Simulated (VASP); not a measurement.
C:

```xyz
4
Lattice="2.4610 0.0000 0.0000 -1.2305 2.1313 0.0000 0.0000 0.0000 6.9763" Properties=species:S:1:pos:R:3 pbc="T T T"
C     0.0000    0.0000    1.7441
C     0.0000    1.4209    1.7441
C     0.0000    0.0000    5.2322
C     1.2305    0.7104    5.2322
```

The cell was built by a generator and needn't be a form met in nature.

Base run:

- Program: VASP 6.6.1
- Functional: PBEsol
- Potentials or basis: VASP PAW PBE potentials, release 64 (C)
- Cutoff: 520 eV
- k mesh: 16 × 16 × 4
- Occupations: fermi-dirac, width 0.05 eV
- Spin: no spin polarisation

Its results: band gap on the k mesh 0.67 eV, direct; pressure 0.1 GPa.

Problem. After a change of settings the same cell gave: band gap on the k mesh 0.72 eV, direct; pressure -2.6 GPa. Which change was it?
A. functional from PBEsol to PBE; dispersion from none to D3(BJ)
B. functional from PBEsol to PBE; dispersion from none to TS
C. functional from PBEsol to SCAN
D. functional from PBEsol to r2SCAN

Solution. C.

Caveats: the PAW data sets were made with another functional, which shifts forces and pressure a little; this functional lacks dispersion, which binds the layers, so the pressure and a relaxed spacing across them are unreliable (some runs).

Not every run made on this cell is shown here.
